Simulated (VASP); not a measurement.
The system is Sb.

```xyz
1
Lattice="3.1105 0.0000 0.0000 0.0000 3.1105 0.0000 0.0000 0.0000 3.1105" Properties=species:S:1:pos:R:3 pbc="T T T"
Sb    0.0000    0.0000    0.0000
```

This isn't the form of Sb at room conditions, which is rhombohedral.

- Program: VASP 6.6.1
- Task: relaxation of cell and atoms
- Functional: LDA
- Potentials or basis: VASP PAW LDA potentials, release 64 (Sb)
- Cutoff: 600 eV
- k mesh: 14 × 14 × 14
- Occupations: gaussian, width 0.1 eV
- Spin: no spin polarisation

At the start: pressure -3.6 GPa; volume 30.09 Å³/atom.

Problem. How do energy, volume and symmetry change on relaxing?

Solution. Over 3 steps the energy falls by 22.1 meV/atom and the volume is 28.23 Å³/atom (-6.2 %); space group Pm-3m (No. 221, to 0.05 Å).

Step by step:
| step | energy change (eV) | largest force (eV/Å) | pressure (GPa) | volume (Å³) |
| --- | --- | --- | --- | --- |
| 1 | 0.0000 | 0.0000 | -3.58 | 30.09 |
| 2 | -0.0149 | 0.0000 | 2.44 | 27.26 |
| 3 | -0.0221 | 0.0000 | -0.01 | 28.23 |

Final structure:
```
Sb
1.0
     3.04491    0.00000    0.00000
     0.00000    3.04491    0.00000
     0.00000    0.00000    3.04491
Sb
1
Direct
  0.00000 0.00000 0.00000
```
